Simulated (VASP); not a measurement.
Computed with AM05 GGA, VASP's PBE PAW potentials (set 64) (plane waves; VASP 6.6.1).

The input files of a VASP run:

### POSCAR
```
Bi
1
    4.1276041983    -2.2644234696    -0.0062624020
    4.1276041983     2.2644234696    -0.0062624020
    2.8909771635     0.0000000000     3.7157799064
Bi
2
Direct
  0.2356796850   0.2356796850   0.2356796850
  0.7643203150   0.7643203150   0.7643203150
```

### INCAR
```
# general
SYSTEM  = Bi
PREC    = Accurate
ENCUT   = 520   # plane-wave cut-off (eV)
LREAL   = .False.   # projection in real space or not
LASPH   = .True.   # aspherical one-centre terms

# electronic loop
EDIFF   = 1E-7
NELM    = 100   # most electronic steps
ALGO    = Normal   # blocked Davidson
LMAXMIX = 4

# smearing
ISMEAR  = -5   # tetrahedra, Bloechl

# functional
GGA     = AM   # AM05

# ions
ISIF    = 2

# output
LWAVE   = .False.
LCHARG  = .True.
LORBIT  = 11
NEDOS   = 601   # DOS grid
```

KPOINTS:
```
K-points
0
G
  11 11 11
0 0 0
```

POTCAR, in this order: Bi_d (PBE.64 set). Program: vasp_std.

Output

### OSZICAR
```
       N       E                     dE             d eps       ncg     rms          rms(c)
DAV:   1     0.294799006754E+03    0.29480E+03   -0.16656E+04  5548   0.190E+03
DAV:   2     0.159988324165E+02   -0.27880E+03   -0.27480E+03  5572   0.458E+02
DAV:   3    -0.714138445566E+01   -0.23140E+02   -0.22795E+02  6463   0.155E+02
DAV:   4    -0.795061591373E+01   -0.80923E+00   -0.80807E+00  6126   0.316E+01
DAV:   5    -0.799335776889E+01   -0.42742E-01   -0.42757E-01  7525   0.654E+00    0.103E+00
DAV:   6    -0.798794407242E+01    0.54137E-02   -0.18874E-02  6840   0.148E+00    0.619E-01
DAV:   7    -0.798558110792E+01    0.23630E-02   -0.12263E-02  6240   0.133E+00    0.974E-02
DAV:   8    -0.798572703364E+01   -0.14593E-03   -0.16033E-03  6049   0.501E-01    0.202E-02
DAV:   9    -0.798575074596E+01   -0.23712E-04   -0.74235E-05  7487   0.775E-02    0.112E-02
DAV:  10    -0.798575281273E+01   -0.20668E-05   -0.13303E-05  6019   0.241E-02    0.202E-03
DAV:  11    -0.798575316469E+01   -0.35195E-06   -0.76660E-07  5091   0.760E-03    0.126E-03
DAV:  12    -0.798575306640E+01    0.98288E-07   -0.46749E-07  4482   0.430E-03
   1 F= -.79857531E+01 E0= -.79857531E+01  d E =0.000000E+00
```

OUTCAR:
```
------------------------ aborting loop because EDIFF is reached ----------------------------------------
  FORCE on cell =-STRESS in cart. coord.  units (eV):
  Direction    XX          YY          ZZ          XY          YZ          ZX
  --------------------------------------------------------------------------------------
  Total       -0.0057732     -0.0109018     -0.0103357      0.0000000      0.0000000      0.0017039
  in kB       -0.1330088     -0.2511658     -0.2381229      0.0000000      0.0000000      0.0392570
  external PRESSURE =      -0.2074325 kB  Pullay stress =       0.0000000 kB
  volume of cell :       69.54
      direct lattice vectors                 reciprocal lattice vectors
     4.127604198 -2.264423470 -0.006262402     0.120992823 -0.220806756 -0.094135685
     4.127604198  2.264423470 -0.006262402     0.120992823  0.220806756 -0.094135685
     2.890977164  0.000000000  3.715779906     0.000407831  0.000000000  0.268805202
 POSITION                                       TOTAL-FORCE (eV/Angst)
 -----------------------------------------------------------------------------------
      2.62693      0.00000      0.87278         0.001203      0.000000      0.000400
      8.51926      0.00000      2.83047        -0.001203      0.000000     -0.000400
 -----------------------------------------------------------------------------------
    total drift:                                0.000000     -0.000000      0.000000
  FREE ENERGIE OF THE ION-ELECTRON SYSTEM (eV)
  ---------------------------------------------------
  free  energy   TOTEN  =        -7.9857530664 eV

  energy  without entropy=       -7.9857530664  energy(sigma->0) =       -7.98575307

 total charge

# of ion       s       p       d       tot
------------------------------------------
    1        1.526   1.358   9.914  12.798
    2        1.526   1.358   9.914  12.798
--------------------------------------------------
tot          3.051   2.716  19.829  25.596
```
(Selected blocks of OUTCAR.)

File OUTCAR:
```
 val. band max:        6.3461370842   @ k =   0.2727   0.2727   0.1818

 cond. band min:       6.2636704986   @ k =   0.4545  -0.0000   0.0000


 Fermi energy:         6.3032360187

 k-point     1 :       0.0000    0.0000    0.0000
  band No.  band energies     occupation
      1     -16.5541      2.00000
      2     -16.5541      2.00000
      3     -16.4023      2.00000
      4     -16.4023      2.00000
      5     -16.3903      2.00000
      6     -16.2147      2.00000
      7     -16.2048      2.00000
      8     -16.2048      2.00000
      9     -16.0761      2.00000
     10     -16.0761      2.00000
     11      -6.8055      2.00000
     12      -1.1156      2.00000
     13       4.8550      2.00000
     14       5.1453      2.00000
     15       5.1453      2.00000
     16       9.0034      0.00000
     17       9.3778      0.00000
     18       9.3778      0.00000
     19      11.9255      0.00000

 k-point     2 :       0.0909   -0.0000    0.0000
  band No.  band energies     occupation
      1     -16.5475      2.00000
      2     -16.5461      2.00000
      3     -16.3993      2.00000
      4     -16.3976      2.00000
      5     -16.3861      2.00000
      6     -16.2184      2.00000
      7     -16.2086      2.00000
      8     -16.2075      2.00000
      9     -16.0850      2.00000
     10     -16.0832      2.00000
     11      -6.7271      2.00000
     12      -1.3021      2.00000
     13       4.8962      2.00000
     14       5.1436      2.00000
     15       5.1509      2.00000
     16       8.8377      0.00000
     17       8.9898      0.00000
     18       9.1669      0.00000
     19      11.5830      0.00000

 k-point     3 :       0.1818   -0.0000    0.0000
  band No.  band energies     occupation
      1     -16.5286      2.00000
      2     -16.5228      2.00000
      3     -16.3916      2.00000
      4     -16.3842      2.00000
      5     -16.3735      2.00000
      6     -16.2304      2.00000
      7     -16.2200      2.00000
...
```

For a metal the tetrahedron method with Blöchl corrections gives inexact stress and forces. Unless said otherwise, spin-orbit coupling is left out, though it shifts the bands of the heavy elements here.

The compound is Bi in the a7 structure. It was relaxed first.
